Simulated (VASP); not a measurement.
A run of VASP 6.6.1 is set up as follows.

File INCAR:

```
  PREC = Accurate
  ENCUT = 520
  EDIFF = 1E-6
  ISMEAR = 0
  SIGMA = 0.1
  LREAL = F
  LASPH = T
  NELM = 150
  ALGO = Normal
  ISIF = 2
  LWAVE = F
  LCHARG = F
  METAGGA = R2SCAN
  LMIXTAU = T
  NBANDS = 56
  KPAR = 4
```

File KPOINTS:

```
regular mesh
0
Gamma
  10 10 2
```

The input POSCAR:

```
Nb2SnSe
1.0
    3.3990000000      0.0000000000      0.0000000000
    0.0000000000      3.3990000000      0.0000000000
    0.0000000000      0.0000000000     14.0443500000
Nb Sn Se
4 2 2
Direct
    0.5000000000      0.0000000000      0.7016900000
    0.5000000000      0.0000000000      0.9499780000
    0.0000000000      0.5000000000      0.0500220000
    0.0000000000      0.5000000000      0.2983100000
    0.0000000000      0.5000000000      0.8333120000
    0.5000000000      0.0000000000      0.1666880000
    0.0000000000      0.5000000000      0.6056550000
    0.5000000000      0.0000000000      0.3943450000
```

Potentials or basis: VASP PAW PBE potentials, release 64 (Nb_sv, Sn_d, Se).

Launch:

```console
$ cat potpaw_PBE.64/Nb_sv/POTCAR potpaw_PBE.64/Sn_d/POTCAR potpaw_PBE.64/Se/POTCAR > POTCAR
$ mpirun -np 4 vasp_std > vasp.out
```

Q: Estimate the largest force.

A: 0.145 eV/Å.

Q: Predict the band gap on the k mesh.

A: None (metal or under the smearing width).

Q: Predict the pressure.

A: -1.4 GPa.

Forces in eV/Å, atoms in the order of the input:
```
Nb   0.000  0.000 -0.032
Nb   0.000  0.000 -0.004
Nb   0.000  0.000  0.004
Nb   0.000  0.000  0.032
Sn   0.000  0.000  0.145
Sn   0.000  0.000 -0.145
Se   0.000  0.000  0.072
Se   0.000  0.000 -0.072
```

Caveat: the PAW data sets were made with another functional, which shifts forces and pressure a little.
